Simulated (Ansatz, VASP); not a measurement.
# Sb in two plane-wave programs

Wanted: the spread between two codes on one cell, functional and k mesh. The cell is taken from a series of VASP runs on this material, whose earlier steps may have relaxed, scaled or displaced it; both programs get it as it stands.

Main program and level: Ansatz 0.2.0; plane waves, with VASP 6.6.1 beside it; zone-centre phonons at LDA and zone-centre phonons at PBE.

**1. Set-up**

It takes space group R-3m (No. 166, trigonal). Conventional cell: a = 4.303 Å, b = 4.303 Å, c = 10.942 Å, α = 90.00°, β = 90.00°, γ = 120.00°. Nearest to Sb lie 3 Sb at 2.92 Å.

Coordinates:

```cif
data_structure
_symmetry_space_group_name_H-M 'R-3m:H'
_symmetry_Int_Tables_number 166
_cell_length_a 4.3025
_cell_length_b 4.3025
_cell_length_c 10.9420
_cell_angle_alpha 90.000
_cell_angle_beta 90.000
_cell_angle_gamma 120.000
_cell_volume 175.42
loop_
_atom_site_label
_atom_site_type_symbol
_atom_site_symmetry_multiplicity
_atom_site_Wyckoff_symbol
_atom_site_fract_x
_atom_site_fract_y
_atom_site_fract_z
_atom_site_occupancy
Sb1 Sb 6 c 0.00000 0.00000 0.76357 1
```

**2. Ansatz: zone-centre phonons, LDA**

Ansatz runs on its default PAW (the set named soft_2) files.

Second derivatives magnify differences that forces hide, and they need a tight electronic threshold.

File input.yaml:

```yaml
crystal:
  lattice:
    - [2.1512680898, 1.2420352108, 3.6473188251]
    - [-2.1512680898, 1.2420352108, 3.6473188251]
    - [0.0, -2.4840704215, 3.6473188251]
  atoms:
    - { symbol: Sb, position: [0.7635730203, 0.7635730203, 0.7635730203] }
    - { symbol: Sb, position: [0.2364269797, 0.2364269797, 0.2364269797] }
hamiltonian:
  xc: lda
  pseudopotentials: { kind: paw }
kpoints:
  mp_grid: { grid: [12, 12, 12] }
scf:
  occupations: { method: methfessel_paxton, width: 0.15 }
phonons:
  method: dfpt
  qpoints: [[0, 0, 0]]
```

Command:

```
$ ansatz run input.yaml --threads 4 --pin off --max-ram 9216MiB --backend cpu --events-out ev --progress --plain --runs-dir out
```

Numbers of over 12 decimals in the logs are rounded to 6 here.

What it wrote:

```text
Engine: ansatz 0.2.0, aarch64-unknown-linux-gnu
Pseudopotentials: kind: paw
Pseudopotential: Sb, paw, valence charge 15, recommended cutoff 420 eV (normal), Sb.paw.azcp
Functional definition: SPW92
  exchange = slater_x
  correlation = pw_c
Crystal: 2 atoms, lattice volume = 58.473 Å³
Basis set: ecut = 420 eV, 1153 PW (Γ), exchange–correlation on 60×60×60 points (8 copies of the dense FFT grid, shifted against one another)
Bands: 19, of which v1, the nominal top of the filled ones, is band 15 counted from 1 (14 counted from 0)
Symmetry: 12 space group operations
k-points: 476 of 1728 (irreducible under 2 space group operations, time reversal used)
Non-local potential: Sb, projectors of the file, l = 0: 2, l = 1: 2, l = 2: 2, l = 3: 2
PAW form: soft (Blöchl's): semilocal exchange-correlation on the pseudo side does not see the compensation charge
PAW frozen core: Sb, regenerated for the run's functional, and the local potential with it (the file was generated under x = pbe(κ = 0.804, μ = 0.219515), c = pbe(β = 0.066725))
PAW one-centre angular grid: Sb, 590 points (default); XC on 64 Gauss nodes
Initial density: superposition of atomic densities (neutral atoms: chi_scale 0, normalization atom), corrected by the library's trained network
Initial wavefunctions: pseudopotential atomic-orbital guess
Functional: x = slater, c = lda
SCF iter   1: F=—  HF=-12671.646679 eV  |F-HF|=—  |Δ(HF+E_count)|=         —  Δρ=6.47e-3  dr2=1.04e-2  ethr=1.77e-3  ⟨swp⟩=5.8  Hψ=45250  notcnv=0
preconditioner: auto → none  [insulator: Δε(μ)=0.143 eV  Ē_g=8.797 eV  σ=0.150 eV  W_gap=0.61  n_scr=14 (ndim 8)  ℏωp=15.4 eV  f_vac=0.001  D(μ)=0.11/eV (n_scr^D=0)  ε∞_Penn≈4.0]
SCF iter   2: F=—  HF=-12671.641027 eV  |F-HF|=—  |Δ(HF+E_count)|=   5.65e-3  S|Δr|=    0.00e0  Δρ=2.91e-3  dr2=1.97e-3  ethr=3.45e-5  ⟨swp⟩=1.9  Hψ=14896  notcnv=0
SCF iter   3: F=—  HF=-12671.640476 eV  |F-HF|=—  |Δ(HF+E_count)|=   5.51e-4  S|Δr|=    0.00e0  Δρ=6.21e-4  dr2=3.41e-4  ethr=6.58e-6  ⟨swp⟩=2.0  Hψ=15943  notcnv=0
SCF iter   4: F=—  HF=-12671.640337 eV  |F-HF|=—  |Δ(HF+E_count)|=   1.38e-4  S|Δr|=    0.00e0  Δρ=1.11e-4  dr2=6.30e-6  ethr=1.14e-6  ⟨swp⟩=2.0  Hψ=16188  notcnv=0
SCF iter   5: F=—  HF=-12671.640336 eV  |F-HF|=—  |Δ(HF+E_count)|=   1.34e-6  S|Δr|=    0.00e0  Δρ=9.93e-5  dr2=3.39e-6  ethr=2.10e-8  ⟨swp⟩=2.0  Hψ=16241  notcnv=0
SCF iter   6: F=—  HF=-12671.640334 eV  |F-HF|=—  |Δ(HF+E_count)|=   2.39e-6  S|Δr|=    0.00e0  Δρ=2.30e-5  dr2=1.75e-7  ethr=1.13e-8  ⟨swp⟩=2.0  Hψ=15635  notcnv=0
SCF iter   7: F=—  HF=-12671.640334 eV  |F-HF|=—  |Δ(HF+E_count)|=   4.45e-7  S|Δr|=    0.00e0  Δρ=4.38e-6  dr2=5.74e-9  ethr=5.84e-10  ⟨swp⟩=2.0  Hψ=15257  notcnv=0
SCF iter   8: F=—  HF=-12671.640334 eV  |F-HF|=—  |Δ(HF+E_count)|=   3.11e-9  S|Δr|=    0.00e0  Δρ=3.67e-7  dr2=3.04e-11  ethr=1.91e-11  ⟨swp⟩=2.0  Hψ=15675  notcnv=0
SCF iter   9: F=-12671.640334 eV  HF=-12671.640334 eV  |F-HF|=0.00e0  |Δ(HF+E_count)|=  1.82e-12  S|Δr|=    0.00e0  Δρ=1.71e-8  dr2=1.84e-13  ethr=1.00e-12  ⟨swp⟩=5.8  Hψ=35912  notcnv=0
SCF 1 converged in 9 iterations: F = -12671.640334 eV  dr2 = 1.84e-13
  greatest PAW one-centre occupation: 0.998 electrons in one spin orbital (limit 2), on the Sb atom at site 1 (counted from 0), in its partial waves of l = 2
DFPT response loops at Γ: preconditioner auto → Kerker (q_TF=auto, 2.441 Å⁻¹) (partly filled bands, converged f_vac=0.000); β = 1.00, the filter's whole step (`scf.mixing.beta` (0.50) is not read by the response loops under this deck's `scf.mixing.preconditioner`; to damp them name `kerker` or `kerker_dos`, under which they read `scf.mixing.beta`, and type it under 1.00, their step now; both keys bind the ground state too); Broyden in place of MSR1
SCF converged after 9 iterations
Stability not checked: this state was not tested for a lower state beside it, because cold or Methfessel-Paxton smearing, or corrected tetrahedra, fill the levels in a way that the test cannot read (fill_not_monotonic; see scf.lower_state_search)
Free energy (F): -12671.640334 eV
Harris-Foulkes:  -12671.640334 eV  (|F-HF|=0.00e0)
Internal energy: -12671.641594 eV  (E = F + TS)
E sigma→0 (E₀):  -12671.640649 eV
Entropy (-TS):   0.001260 eV (0.630 meV/atom)
Fermi energy:    10.154218 eV
--- Per-component energies (eV) ---
  E_band       = -332.833519
  E_kinetic    = 417.476557
  E_local      = -3143.197640  (includes V_loc(G=0)·N_el)
  E_nonlocal   = 732.681264
  E_hartree    = 1422.939883
  E_xc         = -276.379599
  E_vxc        = -195.474361  (∫ρ·V_xc dr)
  E_paw        = -8853.009220  (= ΣΔE_a)
  E_vpaw       = -990.199072  (= ΣTr[D̂ρ^β])
  E_aug_tail   = -0.000004  (compensation charges beyond the density's cutoff)
  E_ewald      = -2973.270482
  E_core_change = 1.117647  (= ΣΔE_core)
  E_smearing   = 0.001260  (= −TS)
  E_closure    = -0.000000  (closes the sum)
  Σ components = -12671.640334   (vs F -12671.640334, Δ=0.00e0)
--- Band table (eV; the first three rows and the last of 476) ---
  k-point 0: bands = [... 11 lower, 5.4382, 8.2366, 8.3582, 8.3582, 12.6141, 13.0652, 13.0652, 15.2429]
  k-point 1: bands = [... 11 lower, 5.0524, 8.2582, 8.3521, 8.5523, 12.5038, 12.8297, 12.8349, 14.9454]
  k-point 2: bands = [... 11 lower, 4.1721, 8.2829, 8.3430, 8.9270, 12.1033, 12.2533, 12.2881, 14.8040]
  k-point 475: bands = [... 11 lower, 0.9028, 8.9526, 8.9526, 9.7313, 10.1134, 10.1134, 11.0936, 17.6350]
--- Phonons (Γ-DFPT): 2 representative perturbations + reference, on 476 of 1728 k-points (Σ response iterations 5) ---
  k mesh reduced under 2 symmetry operations, with k and −k counted as one. Each operation leaves every solved perturbation unchanged. A smaller set is not used because it would not reduce the number of displacements times k-points to solve
  ASR residual: 2.993e-5 → 0.000e0 eV/Å²; symmetrization residual: 2.443e-5 eV/Å²
  ASR residual per site (eV/Å²): 2.99e-5 2.99e-5
  Γ frequencies (cm⁻¹): 0.00 0.00 0.00 85.67 85.67 139.87
  non-analytic LO–TO correction: not included (Born effective charges unavailable; polar crystals: no LO–TO splitting at Γ)
--- Phonons (arbitrary-q DFPT): 1 explicit q-point ---
  q = [0, 0, 0] (of the zone-centre solve; hermiticity 6.71e-6, symmetrization 2.42e-6): -0.00 -0.00 0.00 85.67 85.67 139.87
  sum rule: each row above includes the acoustic sum rule's correction from the zone centre's row sums; it moved no ω² by more than (0.26 cm⁻¹)²
```

Wall time 30 s (4 threads of Arm Neoverse V2, shared host); peak memory 1.7 GiB; 1.8 min of CPU time.

**3. VASP: zone-centre phonons, LDA**

The same cell, functional (in two slightly different forms), mesh and smearing now go to VASP, with its own data sets and cutoff.

Lines of VASP's logs that name or quote its potential files are left out, and so is its time.

File INCAR:

```
SYSTEM = Sb
PREC = Accurate
ENCUT = 450
EDIFF = 1E-08
NELM = 100
ISMEAR = 1
SIGMA = 0.15
LREAL = .FALSE.
ALGO = Normal
GGA = CA
NBANDS = 11
LORBIT = 11
LWAVE = .FALSE.
LCHARG = .FALSE.
KPAR = 2
IBRION = 8
ISIF = 2
```

File POSCAR:

```
Sb
1.0
    2.1512680898      1.2420352108      3.6473188251
   -2.1512680898      1.2420352108      3.6473188251
    0.0000000000     -2.4840704215      3.6473188251
Sb
2
Direct
    0.7635730203      0.7635730203      0.7635730203
    0.2364269797      0.2364269797      0.2364269797
```

File KPOINTS:

```
Automatic mesh
0
Gamma
12 12 12
0 0 0
```

The projector-augmented-wave data sets are Sb (LDA family, release 64).

Command:

```
$ mpirun -np 2 vasp_std
```

What it wrote:

```text
[banner, memory and clock lines left out]
running    2 mpi-ranks, on    1 nodes
 distrk:  each k-point on    1 cores,    2 groups
 distr:  one band on    1 cores,    1 groups

 POSCAR found type information on POSCAR Sb
 POSCAR found :  1 types and       2 ions
 LDA part: xc-table for (Slater(with rela. corr.)+CA(PZ))
 , standard interpolation
 POSCAR, INCAR and KPOINTS ok, starting setup
 FFT: planning ... GRIDC
 FFT: planning ... GRID_SOFT
 FFT: planning ... GRID
 WAVECAR not read
 entering main loop
       N       E                     dE             d eps       ncg     rms          rms(c)
DAV:   1     0.339303294811E+02    0.33930E+02   -0.33448E+03  4158   0.641E+02
DAV:   2    -0.777557235830E+01   -0.41706E+02   -0.40396E+02  5580   0.110E+02
DAV:   3    -0.963431182773E+01   -0.18587E+01   -0.18277E+01  5025   0.262E+01
DAV:   4    -0.965214158521E+01   -0.17830E-01   -0.17824E-01  4711   0.305E+00
DAV:   5    -0.965234698840E+01   -0.20540E-03   -0.20540E-03  4866   0.369E-01    0.322E+00
DAV:   6    -0.963716552182E+01    0.15181E-01   -0.32623E-03  4659   0.311E-01    0.191E+00
DAV:   7    -0.962858514457E+01    0.85804E-02   -0.70433E-03  4533   0.451E-01    0.554E-02
DAV:   8    -0.962859730290E+01   -0.12158E-04   -0.18622E-04  4689   0.984E-02    0.172E-02
DAV:   9    -0.962860094002E+01   -0.36371E-05   -0.13119E-05  4758   0.223E-02    0.584E-03
DAV:  10    -0.962860058244E+01    0.35757E-06   -0.15743E-06  4722   0.694E-03    0.917E-04
DAV:  11    -0.962860060957E+01   -0.27122E-07   -0.14911E-07  4746   0.233E-03    0.358E-04
DAV:  12    -0.962860061002E+01   -0.45418E-09   -0.88487E-09  2787   0.523E-04
   1 F= -.96286006E+01 E0= -.96290274E+01  d E =0.128026E-02
 Linear response reoptimize wavefunctions to high precision
DAV:   1    -0.962860061026E+01   -0.24244E-09   -0.14092E-09  3555   0.259E-04
DAV:   2    -0.962860061029E+01   -0.22396E-10   -0.11039E-10  2424   0.815E-05
 Linear response DOF=           2
 Linear response progress:
  Degree of freedom:   1/  2
       N       E                     dE             d eps       ncg     rms          rms(c)
RMM:   1    -0.260275171598E-01   -0.26028E-01    0.21554E-02 39041   0.121E+00
RMM:   2    -0.256792775285E-01    0.34824E-03   -0.17101E-03 30113   0.252E-01    0.496E-02
RMM:   3    -0.256803371180E-01   -0.10596E-05   -0.19081E-05 31718   0.414E-02    0.292E-02
RMM:   4    -0.257288661180E-01   -0.48529E-04    0.27451E-08 31917   0.202E-02    0.235E-03
RMM:   5    -0.257371933641E-01   -0.83272E-05    0.12245E-06 32491   0.381E-03    0.103E-03
RMM:   6    -0.257389984278E-01   -0.18051E-05   -0.16490E-07 30875   0.920E-04    0.314E-04
RMM:   7    -0.257381685211E-01    0.82991E-06   -0.19244E-07 33046   0.236E-04    0.888E-05
RMM:   8    -0.257381246530E-01    0.43868E-07   -0.65941E-08 33739   0.487E-05    0.198E-05
RMM:   9    -0.257381118154E-01    0.12838E-07    0.12950E-09 33591   0.141E-05    0.201E-06
RMM:  10    -0.257380992911E-01    0.12524E-07   -0.50875E-10 33832   0.573E-06    0.747E-07
RMM:  11    -0.257381053400E-01   -0.60489E-08   -0.13238E-09 21813   0.341E-06    0.128E-07
 first order change of Fermi-energy  -0.21107E-04
 force on displaced ion       1 direction 1 :  -1.815  -0.000  -0.000
 Linear response progress:
  Degree of freedom:   2/  2
       N       E                     dE             d eps       ncg     rms          rms(c)
RMM:   1    -0.270145107694E-01   -0.27015E-01    0.14689E-02  8168   0.122E+00
RMM:   2    -0.257651814716E-01    0.12493E-02   -0.17256E-03  6495   0.261E-01    0.482E-02
RMM:   3    -0.256692253956E-01    0.95956E-04   -0.46063E-05  6906   0.450E-02    0.287E-02
RMM:   4    -0.256028299728E-01    0.66395E-04   -0.25416E-05  6733   0.249E-02    0.690E-03
RMM:   5    -0.256105779817E-01   -0.77480E-05   -0.50987E-07  6951   0.518E-03    0.243E-03
RMM:   6    -0.256123981536E-01   -0.18202E-05   -0.10903E-08  7037   0.108E-03    0.800E-04
RMM:   7    -0.256116932296E-01    0.70492E-06   -0.19851E-08  7086   0.327E-04    0.207E-04
RMM:   8    -0.256117242774E-01   -0.31048E-07   -0.33221E-09  7211   0.557E-05    0.257E-05
RMM:   9    -0.256117435840E-01   -0.19307E-07    0.40265E-10  7217   0.211E-05    0.139E-05
RMM:  10    -0.256117386291E-01    0.49548E-08   -0.53851E-10  7261   0.789E-06    0.308E-06
 first order change of Fermi-energy   0.12668E+00
 force on displaced ion       1 direction 3 :   0.000  -0.000  -4.564
 Linear response finished
```

From OUTCAR (step 3):

```text
ion  position               nearest neighbor table
   1  0.764  0.764  0.764-   2 2.92   2 2.92   2 2.92   2 3.27   2 3.27   2 3.27
   2  0.236  0.236  0.236-   1 2.92   1 2.92   1 2.92   1 3.27   1 3.27   1 3.27

  LATTYP: Found a trigonal (rhomboedric) cell.
 ALAT       =     4.4128834645
 COS(alpha) =     0.5246930674

 Subroutine GETGRP returns: Found 12 space group operations
 (whereof 12 operations were pure point group operations)

The static configuration has the point symmetry D_3d.

 Found    189 irreducible k-points:

   k-points           NKPTS =    189   k-points in BZ     NKDIM =    189   number of bands    NBANDS=     11

   dimension x,y,z NGX =    32 NGY =   32 NGZ =   32
   dimension x,y,z NGXF=    64 NGYF=   64 NGZF=   64

   ENCUT  =  450.0 eV  33.07 Ry    5.75 a.u.   7.63  7.63  7.63*2*pi/ulx,y,z

   NELECT =      10.0000    total number of electrons

 k-points in reciprocal lattice and weights: Automatic mesh
   0.00000000  0.00000000  0.00000000       0.001
   0.08333333  0.00000000  0.00000000       0.003
   0.16666667  0.00000000 -0.00000000       0.003
   0.25000000  0.00000000  0.00000000       0.003
   0.33333333  0.00000000  0.00000000       0.003
   0.41666667  0.00000000 -0.00000000       0.003
   0.50000000  0.00000000  0.00000000       0.002
   0.08333333  0.08333333  0.00000000       0.003
   0.16666667  0.08333333 -0.00000000       0.007
[...]
-0.41666667  0.50000000  0.41666667       0.003
   0.50000000  0.50000000  0.50000000       0.001

 average (electrostatic) potential at core
       1 -86.3895       2 -86.3895

  Total        0.0004727      0.0004727      0.0026228      0.0000000      0.0000000      0.0000000
  in kB        0.0129523      0.0129523      0.0718664      0.0000000      0.0000000      0.0000000
  external PRESSURE =       0.0325903 kB  Pullay stress =       0.0000000 kB

  energy-cutoff  :      450.00
  volume of cell :       58.47
      direct lattice vectors                 reciprocal lattice vectors
     2.151268090  1.242035211  3.647318825     0.232421055  0.134188359  0.091391334
    -2.151268090  1.242035211  3.647318825    -0.232421055  0.134188359  0.091391334
     0.000000000 -2.484070421  3.647318825     0.000000000 -0.268376718  0.091391334

 POSITION                                       TOTAL-FORCE (eV/Angst)
 -----------------------------------------------------------------------------------
      0.00000      0.00000      8.35498         0.000000     -0.000000     -0.001318
      0.00000      0.00000      2.58697         0.000000      0.000000      0.001318
 -----------------------------------------------------------------------------------
    total drift:                                0.000000     -0.000000      0.000000

 Eigenvectors and eigenvalues of the dynamical matrix
 ----------------------------------------------------

   1 f  =    4.280440 THz    26.894799 2PiTHz  142.780115 cm-1    17.702470 meV
             X         Y         Z           dx          dy          dz
      0.000000  0.000000  8.354983    -0.000000    0.000000    0.707107
      0.000000  0.000000  2.586974     0.000000   -0.000000   -0.707107

   2 f  =    2.699470 THz    16.961270 2PiTHz   90.044625 cm-1    11.164106 meV
             X         Y         Z           dx          dy          dz
      0.000000  0.000000  8.354983    -0.000005   -0.707107    0.000000
      0.000000  0.000000  2.586974     0.000005    0.707107   -0.000000

   3 f  =    2.699470 THz    16.961270 2PiTHz   90.044625 cm-1    11.164106 meV
             X         Y         Z           dx          dy          dz
      0.000000  0.000000  8.354983     0.707107   -0.000005    0.000000
      0.000000  0.000000  2.586974    -0.707107    0.000005   -0.000000

   4 f  =    0.000000 THz     0.000000 2PiTHz    0.000001 cm-1     0.000000 meV
             X         Y         Z           dx          dy          dz
      0.000000  0.000000  8.354983    -0.663313    0.243524    0.026688
      0.000000  0.000000  2.586974    -0.663313    0.243524    0.026688

   5 f/i=    0.000000 THz     0.000000 2PiTHz    0.000001 cm-1     0.000000 meV
             X         Y         Z           dx          dy          dz
      0.000000  0.000000  8.354983    -0.238857   -0.625765   -0.226638
      0.000000  0.000000  2.586974    -0.238857   -0.625765   -0.226638

   6 f/i=    0.000000 THz     0.000000 2PiTHz    0.000002 cm-1     0.000000 meV
             X         Y         Z           dx          dy          dz
      0.000000  0.000000  8.354983    -0.054435   -0.221617    0.669270
      0.000000  0.000000  2.586974    -0.054435   -0.221617    0.669270

 ELASTIC MODULI CONTR FROM IONIC RELAXATION (kBar)
 Direction    XX          YY          ZZ          XY          YZ          ZX
 --------------------------------------------------------------------------------
 XX         -78.6436    -70.9139   -133.0219     -0.0000     27.7627      0.0000
 YY         -70.9139    -78.6436   -133.0219      0.0000    -27.7627     -0.0000
 ZZ        -133.0219   -133.0219   -236.6291      0.0000     -0.0000     -0.0000
 XY          -0.0000      0.0000      0.0000     -3.8649      0.0000     26.2286
 YZ          27.7627    -27.7627     -0.0000      0.0000   -199.4293     -0.0000
 ZX           0.0000     -0.0000     -0.0000     26.2286     -0.0000   -177.9989
 --------------------------------------------------------------------------------
```

Energies printed during the response cycles are not total energies of the cell.

**4. Side by side**

Known differences besides the potentials themselves: the two LDA forms differ slightly; the data sets hold 30 valence electrons in Ansatz (default PAW (the set named soft_2) files) and 10 in VASP; the cutoff is 420 eV in Ansatz and 450 eV in VASP; VASP's log shows a relativistic correction to its local exchange, Ansatz's none. Total energies have different zeros and are not compared.

Both answers:

| quantity | Ansatz | VASP | difference |
| --- | --- | --- | --- |
| optical mode 1 to 2 (cm⁻¹) | 85.7 | 90.0 | -4.86 % |
| optical mode 3 (cm⁻¹) | 139.9 | 142.8 | -2.04 % |

Modes are paired by rising frequency and degeneracy, not by their patterns, so a pair may still set unlike modes beside each other.

[end of part 1 of 2]

[Lines on the potential files, build, host, timing and source positions are cut from VASP's logs without a mark.]

[Logs are printed without paths, hosts, clocks, repeated set-up lines and the standing remarks that a program may print on its own settings, such as how far it seeks lower states.]

[Hosts, paths, dates, database ids (printed as entryN), source tags and the programs' standing remarks are cut or masked in the printed files.]
